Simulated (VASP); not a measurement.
Consider the following.

```
CELL_PARAMETERS angstrom
      0.00000     3.21398     3.21398
      3.21398     0.00000     3.21398
      3.21398     3.21398     0.00000
ATOMIC_POSITIONS crystal
  Te 0.50000 0.50000 0.50000
  Pb 0.00000 0.00000 0.00000
```

Calculation: SCAN meta-GGA, VASP's PBE PAW potentials (set 64) (plane waves; VASP). Settings: 520 eV cut-off, 7×7×7 Γ-centred mesh, Gaussian smearing of 0.050 eV, potentials Te Pb_d.

Question: Give the stress tensor in GPa (positive for a compressed cell).

Answer: 
```
1.35  0.00  0.00
0.00  1.35  0.00
0.00  0.00  1.35
```
The pressure is its mean diagonal, 1.35 GPa.

The compound is PbTe in the rock salt structure. This cell is one point of a volume scan, at 0.97 of the reference volume.
